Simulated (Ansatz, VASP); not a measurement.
This is a calculation of Mo3Ru3C2 for Ansatz 0.2.0.

The input input.yaml:

```yaml
crystal:
  lattice:
    - [2.9663282096, 0.0, 0.0]
    - [-1.4831641048, 2.5689155855, 0.0]
    - [0.0, 0.0, 14.1556101375]
  atoms:
    - { symbol: Ru, position: [0.3333333333, 0.6666666667, 0.3459835] }
    - { symbol: Ru, position: [0.0, 0.0, 0.5] }
    - { symbol: Ru, position: [0.6666666667, 0.3333333333, 0.6540165] }
    - { symbol: Mo, position: [0.3333333333, 0.6666666667, 0.8121105] }
    - { symbol: Mo, position: [0.0, 0.0, 0.0] }
    - { symbol: Mo, position: [0.6666666667, 0.3333333333, 0.1878895] }
    - { symbol: C, position: [0.6666666667, 0.3333333333, 0.9011725] }
    - { symbol: C, position: [0.3333333333, 0.6666666667, 0.0988275] }
hamiltonian:
  xc: pbe
  pseudopotentials: { kind: paw }
kpoints:
  mp_grid: { grid: [10, 10, 2] }
scf:
  occupations: { method: fermi_dirac, width: 0.05 }
output:
  forces: true
  stress: true
  eigenvalues: true
```

Potentials or basis: Ansatz PAW.

Launch:

```sh
$ ansatz run input.yaml --threads 4 --pin off --max-ram 10240MiB --backend cpu --events-out ev --progress --plain --runs-dir out
```

**Question.** Set up the same calculation for VASP 6.6.1. Potentials there: VASP PAW PBE potentials, release 64 (Ru_pv, Mo_sv, C).

**Answer.** As run (the cutoff follows the program's own potentials):

INCAR

```
PREC = Accurate ; ENCUT = 520
EDIFF = 1E-7 ; ISMEAR = -1
SIGMA = 0.05 ; LREAL = F
LASPH = T ; NELM = 80
ALGO = Normal ; ISIF = 2
LWAVE = F ; LCHARG = F
GGA = PE ; NBANDS = 56
```

KPOINTS

```
Automatic mesh
0
Gamma
  10 10 2
```

Contents of POSCAR:

```
Mo3Ru3C2
1.0
    2.9663282096      0.0000000000      0.0000000000
   -1.4831641048      2.5689155855      0.0000000000
    0.0000000000      0.0000000000     14.1556101375
Ru Mo C
3 3 2
Direct
    0.3333333333      0.6666666667      0.3459835000
    0.0000000000      0.0000000000      0.5000000000
    0.6666666667      0.3333333333      0.6540165000
    0.3333333333      0.6666666667      0.8121105000
    0.0000000000      0.0000000000      0.0000000000
    0.6666666667      0.3333333333      0.1878895000
    0.6666666667      0.3333333333      0.9011725000
    0.3333333333      0.6666666667      0.0988275000
```

Potentials or basis: VASP PAW PBE potentials, release 64 (Ru_pv, Mo_sv, C).

Run with:

```bash
$ cat potpaw_PBE.64/Ru_pv/POTCAR potpaw_PBE.64/Mo_sv/POTCAR potpaw_PBE.64/C/POTCAR > POTCAR
$ mpirun -np 1 vasp_std > vasp.out
```

Both were run:

|  | VASP | Ansatz | Ansatz less VASP |
| --- | --- | --- | --- |
| gap on the k mesh at the Fermi level (eV) | none | none | - |
| pressure (GPa) | -16.9 | -17.1 | -0.22 |
| largest component of the traceless stress (GPa) | 0.43 | 0.41 | -0.025 |
| rms of the force components (eV/Å) | 0.102 | 0.107 | +0.0052 |

Atom by atom the forces differ by 0.006 eV/Å (rms over components). A gap of «none» marks a metal or a gap that the smearing closes. With one functional, cell and mesh, what is left measures potentials, basis and numerics. The two sets of potentials don't hold the same shells in valence.
